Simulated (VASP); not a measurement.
The input files of a VASP run:

**POSCAR**
```
Ni3Al
1
    3.4472286700     0.0000000000     0.0000000000
    0.0000000000     3.4472286700     0.0000000000
    0.0000000000     0.0000000000     3.4472286700
Al Ni
1 3
Direct
  0.0000000000   0.0000000000   0.0000000000
  0.0000000000   0.5000000000   0.5000000000
  0.5000000000   0.0000000000   0.5000000000
  0.5000000000   0.5000000000   0.0000000000
```

INCAR:
```
! general
SYSTEM  = Ni3Al
PREC    = Accurate
ENCUT   = 520
LREAL   = .False.
LASPH   = .True.

! electronic loop
EDIFF   = 1E-7
NELM    = 100
ALGO    = Normal
LMAXMIX = 4

! smearing
ISMEAR  = 1
SIGMA   = 0.1

! spin
ISPIN   = 2
MAGMOM  = -0.0 0.2 0.2 0.2

! ions
ISIF    = 2

! output
LWAVE   = .False.
LCHARG  = .False.
LORBIT  = 10
```

KPOINTS:
```
Automatic mesh
0
Gamma
9 9 9
0 0 0
```

POTCAR, in this order: Al Ni (LDA.64 set). Program: vasp_std.

Problem. Write an equivalent input for Quantum ESPRESSO's pw.x.

Solution. One equivalent input (not run):
```
&CONTROL
  calculation = 'scf'
  pseudo_dir = './pseudo'
  outdir = './out'
  tprnfor = .true.
  tstress = .true.
/
&SYSTEM
  ibrav = 0
  nat = 4
  ntyp = 2
  ecutwfc = 98
  occupations = 'smearing'
  smearing = 'methfessel-paxton'
  degauss = 0.00735
  input_dft = 'pz'
  nspin = 2
  starting_magnetization(2) = 0.02
/
&ELECTRONS
  conv_thr = 7.3e-09
  electron_maxstep = 100
/
ATOMIC_SPECIES
  Al 26.982 Al.upf
  Ni 58.693 Ni.upf
CELL_PARAMETERS angstrom
     3.4472287    0.0000000    0.0000000
     0.0000000    3.4472287    0.0000000
     0.0000000    0.0000000    3.4472287
ATOMIC_POSITIONS crystal
  Al   0.0000000  0.0000000  0.0000000
  Ni   0.0000000  0.5000000  0.5000000
  Ni   0.5000000  0.0000000  0.5000000
  Ni   0.5000000  0.5000000  0.0000000
K_POINTS automatic
  9 9 9 0 0 0
```
Limits of the translation: the potentials are each code's own (VASP's PAW set, PseudoDojo norm-conserving files in pw.x), so ENCUT and ecutwfc are chosen apart and not converted; conv_thr bounds pw.x's estimated SCF error, while EDIFF bounds the energy change between steps; starting_magnetization is a fraction of the valence charge and MAGMOM a moment in μB, so they match only roughly.

The compound is Ni3Al in the L1_2 structure. This cell is one point of a volume scan, at 0.97 of the reference volume.
